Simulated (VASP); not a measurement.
Runs of VASP 6.6.1 on LiMgBN2. All rows change the cell; the cell of one of them follows. Symmetry: I-4m2, No. 119, tetragonal system. Conventional cell: a = 3.972 Å, b = 3.972 Å, c = 9.598 Å, α = 90.00°, β = 90.00°, γ = 90.00°. Li (site symmetry -4m2) is surrounded by 4 N at 2.20 Å. Around Mg (site symmetry -4m2) lie 4 N at 2.20 Å. Around B (site symmetry -4m2) lie 2 N at 1.45 Å. Around N (site symmetry 2mm) lie 1 B at 1.45 Å. The cell comes from a database or a generator and needn't be the stable form of this composition.

```csv
cell,gap on the mesh (eV),largest force (eV/Å)
"strain +0.040 along x and y, +0.080 along z, atoms carried along",2.19,3.23
"strain -0.040 along x and y, +0.000 along z, atoms carried along",(c),0.63
"strain -0.080 along x and y, -0.080 along z, atoms carried along",(a),(b)
"strain +0.080 along x and y, +0.000 along z, atoms carried along",2.08,0.93
```

Alike in all rows: task single point; level PBE; potentials or basis VASP PAW PBE potentials, release 64 (Li_sv, Mg, B, N); no spin polarisation; k mesh 8 × 8 × 8; cutoff (eV) 520; smearing gaussian 0.05 eV.

Task: Estimate the missing entries.

Result: (a) 3.25; (b) 5.47; (c) 2.86.

Caveats: forces of over 1 eV/Å show positions far from the minimum, so gaps and moduli don't describe the material at rest (some runs).

A k mesh can miss the band edges.
